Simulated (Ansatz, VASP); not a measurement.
PbOF: VASP beside Ansatz

```xyz
3
Lattice="3.7207 0.0000 0.0000 -1.8603 3.2222 0.0000 0.0000 0.0000 27.8287" Properties=species:S:1:pos:R:3 pbc="T T T"
Pb    0.0000    0.0000    8.3583
O     0.0000    2.1481    7.6040
F     1.8603    1.0741    9.5917
```

Alike in both runs: functional PBE; k mesh 12 × 12 × 1; occupations gaussian, width 0.1 eV; no spin polarisation.

Ansatz relaxed the structure, and its values are those at the end. VASP's run is a single point on that final structure, the one shown.

|  | VASP | Ansatz |
| --- | --- | --- |
| version | VASP 6.6.1 | Ansatz 0.2.0 |
| potentials or method | VASP PAW PBE potentials, release 64 (Pb_d, O, F) | scalar-relativistic, plane waves, PAW |
| plane-wave cutoff (eV) | 520 | 420 |
| valence electrons in the cell | 27 | 27 |

|  | VASP | Ansatz | Ansatz less VASP |
| --- | --- | --- | --- |
| gap on the k mesh at the Fermi level (eV) | none | none | - |
| rms of the force components (eV/Å) | 0.005 | 0.003 | -0.0020 |

A gap of «none» marks a metal or a gap that the smearing closes.

Caveats: an odd number of electrons without spin polarisation forces a metal; a magnetic or distorted state may lie lower. The runs have no spin-orbit coupling, so splittings on Pb are missing.
